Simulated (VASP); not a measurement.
All values below come from TPSS meta-GGA, VASP's PBE PAW potentials (set 64) (plane waves; VASP).

VASP input:

File KPOINTS:
```
Automatic mesh
0
Gamma
13 13 13
0 0 0
```

File POSCAR:
```
GdN
1.0
  0.0000000000   2.5353010125   2.5353010125
  2.5353010125   0.0000000000   2.5353010125
  2.5353010125   2.5353010125   0.0000000000
Gd N
1 1
Cartesian
  0.0000000000   0.0000000000   0.0000000000
  2.5353010125   2.5353010125   2.5353010125
```

### INCAR
```
SYSTEM = GdN
PREC = Accurate
ENCUT = 520
EDIFF = 1E-7
NELM = 100
ALGO = Normal
LREAL = .FALSE.
LASPH = .TRUE.
ISMEAR = 1
SIGMA = 0.1
METAGGA = TPSS
LMIXTAU = .TRUE.
LMAXMIX = 6
LWAVE = .FALSE.
LCHARG = .FALSE.
ISIF = 2
```

POTCAR, in this order: Gd_3 N (PBE.64 set). Program: vasp_std.

What VASP printed:

OUTCAR:
```
 ion  position               nearest neighbor table
   1  0.000  0.000  0.000-   2 2.54   2 2.54   2 2.54   2 2.54   2 2.54   2 2.54
   2  0.500  0.500  0.500-   1 2.54   1 2.54   1 2.54   1 2.54   1 2.54   1 2.54
  LATTYP: Found a face centered cubic cell.
 ALAT       =     5.0706020250
 Subroutine PRICEL returns:
 Original cell was already a primitive cell.
 Subroutine GETGRP returns: Found 48 space group operations
The static configuration has the point symmetry O_h .
The dynamic configuration has the point symmetry O_h .
 Subroutine INISYM returns: Found 48 space group operations
 Subroutine IBZKPT returns following result:
 Found     84 irreducible k-points:

 Following reciprocal coordinates:
            Coordinates               Weight
  0.000000  0.000000  0.000000      1.000000
  0.076923  0.000000  0.000000      8.000000
  0.153846  0.000000  0.000000      8.000000
  0.230769  0.000000  0.000000      8.000000
  0.307692  0.000000  0.000000      8.000000
  0.384615  0.000000  0.000000      8.000000
  0.461538  0.000000  0.000000      8.000000
  0.076923  0.076923  0.000000      6.000000
  0.153846  0.076923  0.000000     24.000000
  0.230769  0.076923  0.000000     24.000000
  0.307692  0.076923  0.000000     24.000000
  0.384615  0.076923  0.000000     24.000000
  0.461538  0.076923  0.000000     24.000000
 -0.461538  0.076923  0.000000     24.000000
 -0.384615  0.076923  0.000000     24.000000
 -0.307692  0.076923  0.000000     24.000000
 -0.230769  0.076923  0.000000     24.000000
 -0.153846  0.076923  0.000000     24.000000
 -0.076923  0.076923  0.000000     12.000000
  0.153846  0.153846  0.000000      6.000000
  0.230769  0.153846  0.000000     24.000000
  0.307692  0.153846  0.000000     24.000000
  0.384615  0.153846  0.000000     24.000000
  0.461538  0.153846  0.000000     24.000000
...
```

OSZICAR:
```
       N       E                     dE             d eps       ncg     rms          rms(c)
DAV:   1     0.506673485094E+02    0.50667E+02   -0.73692E+03  1848   0.128E+03
DAV:   2    -0.129898564376E+02   -0.63657E+02   -0.59299E+02  2271   0.265E+02
DAV:   3    -0.170247711814E+02   -0.40349E+01   -0.38802E+01  2630   0.517E+01
DAV:   4    -0.170952433360E+02   -0.70472E-01   -0.70323E-01  2590   0.587E+00
DAV:   5    -0.170964090438E+02   -0.11657E-02   -0.11651E-02  2441   0.595E-01    0.288E+01
DAV:   6    -0.222211584219E+02   -0.51247E+01   -0.73949E+00  1851   0.314E+01    0.180E+01
DAV:   7    -0.218160048433E+02    0.40515E+00   -0.17811E+00  2419   0.114E+01    0.998E+00
DAV:   8    -0.223265893878E+02   -0.51058E+00   -0.36128E+00  2371   0.179E+01    0.304E+00
DAV:   9    -0.227060160690E+02   -0.37943E+00   -0.61830E-01  2007   0.105E+01    0.360E+00
DAV:  10    -0.227035168616E+02    0.24992E-02   -0.21439E-02  2398   0.163E+00    0.316E+00
DAV:  11    -0.226867547242E+02    0.16762E-01   -0.56419E-03  2013   0.852E-01    0.281E+00
DAV:  12    -0.226865835121E+02    0.17121E-03   -0.10532E-04  2618   0.995E-02    0.281E+00
DAV:  13    -0.226685962890E+02    0.17987E-01   -0.96922E-02  2168   0.165E+00    0.236E+00
DAV:  14    -0.226618905321E+02    0.67058E-02   -0.21792E-02  2346   0.893E-01    0.156E+00
DAV:  15    -0.226589077693E+02    0.29828E-02   -0.48385E-03  2363   0.392E-01    0.104E+00
DAV:  16    -0.226578577692E+02    0.10500E-02   -0.16564E-03  2443   0.290E-01    0.582E-01
DAV:  17    -0.226571626145E+02    0.69515E-03   -0.28923E-03  2293   0.343E-01    0.114E-01
DAV:  18    -0.226572210355E+02   -0.58421E-04   -0.10072E-03  2434   0.233E-01    0.156E-01
DAV:  19    -0.226572023376E+02    0.18698E-04   -0.55330E-05  2195   0.850E-02    0.107E-01
DAV:  20    -0.226571741860E+02    0.28152E-04   -0.95920E-05  2214   0.524E-02    0.368E-02
DAV:  21    -0.226571748784E+02   -0.69234E-06   -0.32334E-06  2149   0.213E-02    0.229E-02
DAV:  22    -0.226571734687E+02    0.14096E-05   -0.11003E-05  2264   0.200E-02    0.147E-02
DAV:  23    -0.226571732265E+02    0.24228E-06   -0.16651E-06  2255   0.122E-02    0.324E-03
DAV:  24    -0.226571737457E+02   -0.51925E-06   -0.25476E-07  2158   0.597E-03    0.130E-03
DAV:  25    -0.226571733416E+02    0.40413E-06   -0.59541E-08  1326   0.366E-03    0.123E-03
DAV:  26    -0.226571735590E+02   -0.21738E-06   -0.75809E-09  1185   0.101E-03    0.851E-04
DAV:  27    -0.226571735190E+02    0.39931E-07   -0.32463E-09  1170   0.509E-04
   1 F= -.22657174E+02 E0= -.22657183E+02  d E =0.287530E-04
```

OUTCAR:
```
------------------------ aborting loop because EDIFF is reached ----------------------------------------
  FORCE on cell =-STRESS in cart. coord.  units (eV):
  Direction    XX          YY          ZZ          XY          YZ          ZX
  --------------------------------------------------------------------------------------
  Total       -1.6808552     -1.6808552     -1.6808552      0.0000000      0.0000000      0.0000000
  in kB      -82.6270613    -82.6270613    -82.6270613      0.0000000      0.0000000      0.0000000
  external PRESSURE =     -82.6270613 kB  Pullay stress =       0.0000000 kB
  volume of cell :       32.59
      direct lattice vectors                 reciprocal lattice vectors
     0.000000000  2.535301013  2.535301013    -0.197215241  0.197215241  0.197215241
     2.535301013  0.000000000  2.535301013     0.197215241 -0.197215241  0.197215241
     2.535301013  2.535301013  0.000000000     0.197215241  0.197215241 -0.197215241
 POSITION                                       TOTAL-FORCE (eV/Angst)
 -----------------------------------------------------------------------------------
      0.00000      0.00000      0.00000        -0.000000     -0.000000      0.000000
      2.53530      2.53530      2.53530         0.000000      0.000000     -0.000000
 -----------------------------------------------------------------------------------
    total drift:                                0.000000      0.000000      0.000000
  FREE ENERGIE OF THE ION-ELECTRON SYSTEM (eV)
  ---------------------------------------------------
  free  energy   TOTEN  =       -22.6571735190 eV

  energy  without entropy=      -22.6572022720  energy(sigma->0) =      -22.65718310
```
(Selected blocks of OUTCAR.)

The 4f electrons are frozen in the core of the lanthanide potential, so 4f levels, which can set the real gap, and their magnetism are missing.

The compound is GdN in the rock salt structure. This cell is one point of a volume scan, at 1.06 of the reference volume.
